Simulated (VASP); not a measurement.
PmTe:

```
Pm Te
1.0
     3.76291    0.00000    0.00000
     0.00000    3.76291    0.00000
     0.00000    0.00000    3.76291
Pm Te
1 1
Direct
  0.00000 0.00000 0.00000
  0.50000 0.50000 0.50000
```

The cell comes from a database or a generator and needn't be the stable form of this composition.

Base run:

| Quantity | Value |
| --- | --- |
| Program | VASP 6.6.1 |
| Functional | PBEsol |
| Potentials or basis | VASP PAW PBE potentials, release 64 (Pm, Te) |
| Cutoff | 520 eV |
| k mesh | 5 × 5 × 5 |
| Occupations | gaussian, width 0.05 eV |
| Spin | collinear spin, zero start |
| Starting moments | [0.0, 0.0] μB |

Its results: band gap on the k mesh none (metal or under the smearing width); pressure 0.2 GPa; net moment -0.06 μB per cell.

**Question.** The run is repeated on the same cell with these changes: functional from PBEsol to LDA; hubbard terms from none to Pm f U = 3 eV. What comes out?

**Answer.** Band gap on the k mesh none (metal or under the smearing width); pressure -0.5 GPa; net moment 0.00 μB per cell.

Several settings changed at once, so the effect can't be laid on one alone.

Caveats: the magnetic or orbital state may not be the lowest; the PAW data sets were made with another functional, which shifts forces and pressure a little; spin-orbit coupling is left out, which moves the levels of the heavy elements; without U or exact exchange the open f shell lies at the Fermi level, which spoils levels, moments and volumes (some runs); the U is typed as a test and isn't derived for this compound (some runs).

Not every run made on this cell is shown here.
